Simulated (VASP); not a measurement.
Computed with PBEsol GGA, VASP's PBE PAW potentials (set 64) (plane waves; VASP).

The input files of a VASP run:

INCAR:
```
ALGO = Normal
EDIFF = 1E-7
ENCUT = 400
GGA = PS
ISIF = 2
ISMEAR = -5
LASPH = T
LCHARG = T
LEFG = T
LMAXMIX = 6
LORBIT = 11
LREAL = F
LWAVE = F
NEDOS = 601
NELM = 100
PREC = Accurate
SYSTEM = WSb
```

**POSCAR**
```
WSb
1
    3.2533778541    -0.0000000000     0.0000000000
   -1.6266889271     2.8175079654     0.0000000000
    0.0000000000     0.0000000000     8.1241886611
W Sb
2 2
Direct
  0.0000000000   0.0000000000   0.0000000000
  0.0000000000   1.0000000000   0.5000000000
  0.3333330000   0.6666670000   0.2500000000
  0.6666670000   0.3333330000   0.7500000000
```

**KPOINTS**
```
Regular mesh
0
gamma
 12 12 5
0 0 0
```

POTCAR, in this order: W_sv Sb (PBE.64 set). Program: vasp_std.

What VASP printed:

OSZICAR:
```
       N       E                     dE             d eps       ncg     rms          rms(c)
DAV:   1     0.327113688399E+03    0.32711E+03   -0.17072E+04  2814   0.139E+03
DAV:   2    -0.203911167483E+02   -0.34750E+03   -0.34345E+03  3100   0.421E+02
DAV:   3    -0.348937294313E+02   -0.14503E+02   -0.14284E+02  3348   0.833E+01
DAV:   4    -0.352030712799E+02   -0.30934E+00   -0.30727E+00  3245   0.132E+01
DAV:   5    -0.352105686794E+02   -0.74974E-02   -0.74832E-02  3499   0.182E+00    0.244E+01
DAV:   6    -0.342507644594E+02    0.95980E+00   -0.50754E+00  3185   0.136E+01    0.866E+00
DAV:   7    -0.340944769053E+02    0.15629E+00   -0.49591E-01  3073   0.322E+00    0.379E+00
DAV:   8    -0.340651292302E+02    0.29348E-01   -0.78114E-02  3162   0.188E+00    0.309E-01
DAV:   9    -0.340640259262E+02    0.11033E-02   -0.48534E-03  3526   0.376E-01    0.174E-01
DAV:  10    -0.340639067208E+02    0.11921E-03   -0.58944E-04  3237   0.193E-01    0.470E-02
DAV:  11    -0.340639028149E+02    0.39059E-05   -0.25262E-05  3652   0.384E-02    0.790E-03
DAV:  12    -0.340639091715E+02   -0.63566E-05   -0.38744E-06  3155   0.124E-02    0.447E-03
DAV:  13    -0.340639103885E+02   -0.12170E-05   -0.46905E-07  2727   0.352E-03    0.174E-03
DAV:  14    -0.340639094107E+02    0.97774E-06   -0.43693E-08  1927   0.159E-03    0.654E-04
DAV:  15    -0.340639087966E+02    0.61419E-06   -0.15443E-08  1934   0.684E-04    0.233E-04
DAV:  16    -0.340639087858E+02    0.10721E-07   -0.29629E-09  1717   0.378E-04
   1 F= -.34063909E+02 E0= -.34063909E+02  d E =0.000000E+00
```

### OUTCAR
```
------------------------ aborting loop because EDIFF is reached ----------------------------------------
  FORCE on cell =-STRESS in cart. coord.  units (eV):
  Direction    XX          YY          ZZ          XY          YZ          ZX
  --------------------------------------------------------------------------------------
  Total        0.1277769      0.1277770     -0.0763710     -0.0000000      0.0000000      0.0000000
  in kB        2.7490550      2.7490552     -1.6430828     -0.0000000      0.0000000      0.0000000
  external PRESSURE =       1.2850092 kB  Pullay stress =       0.0000000 kB
  volume of cell :       74.47
      direct lattice vectors                 reciprocal lattice vectors
     3.253377854  0.000000000  0.000000000     0.307372843  0.177461788  0.000000000
    -1.626688927  2.817507965  0.000000000     0.000000000  0.354923575  0.000000000
     0.000000000  0.000000000  8.124188661     0.000000000  0.000000000  0.123089214
 POSITION                                       TOTAL-FORCE (eV/Angst)
 -----------------------------------------------------------------------------------
      0.00000      0.00000      0.00000        -0.000000      0.000000      0.000000
      0.00000      0.00000      4.06209        -0.000000      0.000000      0.000000
     -0.00000      1.87834      2.03105        -0.000000      0.000000      0.000000
      1.62669      0.93917      6.09314         0.000000      0.000000     -0.000000
 -----------------------------------------------------------------------------------
    total drift:                                0.000000     -0.000000     -0.000000
  FREE ENERGIE OF THE ION-ELECTRON SYSTEM (eV)
  ---------------------------------------------------
  free  energy   TOTEN  =       -34.0639087858 eV

  energy  without entropy=      -34.0639087858  energy(sigma->0) =      -34.06390879

 total charge

# of ion       s       p       d       tot
------------------------------------------
    1        2.297   6.190   3.522  12.009
    2        2.297   6.190   3.522  12.009
    3        1.101   1.348   0.108   2.557
    4        1.101   1.348   0.108   2.557
--------------------------------------------------
tot          6.796  15.076   7.261  29.133

 Electric field gradients after diagonalization (V/A^2)
 (convention: |V_zz| > |V_xx| > |V_yy|)
----------------------------------------------------------------------
 ion       V_xx      V_yy      V_zz     asymmetry (V_yy - V_xx)/ V_zz
----------------------------------------------------------------------
   1      -7.353    -7.350    14.703       0.000
   2      -7.353    -7.350    14.703       0.000
   3      56.905    56.905  -113.810       0.000
   4      56.905    56.905  -113.810       0.000
```
(Selected blocks of OUTCAR.)

For a metal the tetrahedron method with Blöchl corrections gives inexact stress and forces.

The structure was generated: WSb was put into the NiAs type type (P6_3/mmc), which need not be its known phase. It was relaxed first, which changed the volume by -44 %.
